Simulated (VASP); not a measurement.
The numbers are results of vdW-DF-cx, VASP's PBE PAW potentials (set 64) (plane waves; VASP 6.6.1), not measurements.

VASP ran on this input.

### INCAR
```
AGGAC  =  0.0
ALGO  =  Normal
EDIFF  =  1E-6
EDIFFG  =  -0.01
ENCUT  =  520
GGA  =  CX
IBRION  =  2
ISIF  =  3
ISMEAR  =  0
LASPH  =  .True.
LCHARG  =  .False.
LMAXMIX  =  4
LREAL  =  .False.
LUSE_VDW  =  .True.
LWAVE  =  .False.
NELM  =  100
NSW  =  60
PREC  =  Accurate
SIGMA  =  0.05
SYSTEM  =  Ge
```

File KPOINTS:
```
Automatic mesh
0
Gamma
7 7 7
0 0 0
```

**POSCAR**
```
Ge
1.0
  0.0000000000   2.8290000000   2.8290000000
  2.8290000000   0.0000000000   2.8290000000
  2.8290000000   2.8290000000   0.0000000000
Ge
2
Direct
  0.0000000000   0.0000000000   0.0000000000
  0.2500000000   0.2500000000   0.2500000000
```

POTCAR, in this order: Ge_d (PBE.64 set). Program: vasp_std.

Task: What will the output report for the number of irreducible k-points (NKPTS), largest plane-wave count, number of space-group operations, FFT grid (NGX, NGY, NGZ)?

Result: 
| Quantity | Value |
|---|---|
| number of irreducible k-points (NKPTS) | 20 |
| largest plane-wave count | 1243 |
| number of space-group operations | 48 |
| FFT grid (NGX, NGY, NGZ) | 30 × 30 × 30 |

The compound is Ge in the diamond structure. This run relaxes it. Symmetry was kept, so distortions that lower it aren't found.
